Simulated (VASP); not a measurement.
The input files of a VASP run:

KPOINTS:
```
Regular mesh
0
G
8 8 8
0 0 0
```

INCAR:
```
SYSTEM = RbCl
PREC = Accurate; ENCUT = 520; LREAL = F
LASPH = T
EDIFF = 1E-7; NELM = 100; ALGO = Normal
LMAXMIX = 4
ISMEAR = -5
GGA = PE; IVDW = 11
ISIF = 2
LWAVE = F; LCHARG = T; LORBIT = 11
NEDOS = 601
```

POSCAR:
```
RbCl
1
    0.0000000000     3.3602417634     3.3602417634
    3.3602417634     0.0000000000     3.3602417634
    3.3602417634     3.3602417634     0.0000000000
Rb Cl
1 1
Direct
  0.0000000000   0.0000000000   0.0000000000
  0.5000000000   0.5000000000   0.5000000000
```

POTCAR, in this order: Rb_sv Cl (PBE.64 set). Program: vasp_std.

Write an equivalent input for Quantum ESPRESSO's pw.x.

One equivalent input (not run):
```
&CONTROL
  calculation = 'scf'
  pseudo_dir = './pseudo'
  outdir = './out'
  tprnfor = .true.
  tstress = .true.
/
&SYSTEM
  ibrav = 0
  nat = 2
  ntyp = 2
  ecutwfc = 58
  occupations = 'tetrahedra'
  input_dft = 'pbe'
  vdw_corr = 'grimme-d3'
  dftd3_version = 3
  dftd3_threebody = .false.
/
&ELECTRONS
  conv_thr = 7.3e-09
  electron_maxstep = 100
/
ATOMIC_SPECIES
  Rb 85.468 Rb.upf
  Cl 35.450 Cl.upf
CELL_PARAMETERS angstrom
     0.0000000    3.3602418    3.3602418
     3.3602418    0.0000000    3.3602418
     3.3602418    3.3602418    0.0000000
ATOMIC_POSITIONS crystal
  Rb   0.0000000  0.0000000  0.0000000
  Cl   0.5000000  0.5000000  0.5000000
K_POINTS automatic
  8 8 8 0 0 0
```
The two are equivalent in intent, not identical: the potentials are each code's own (VASP's PAW set, PseudoDojo norm-conserving files in pw.x), so ENCUT and ecutwfc are chosen apart and not converted; conv_thr bounds pw.x's estimated SCF error, while EDIFF bounds the energy change between steps.

The compound is RbCl in the rock salt structure. It was relaxed first, which changed the volume by +7 %.
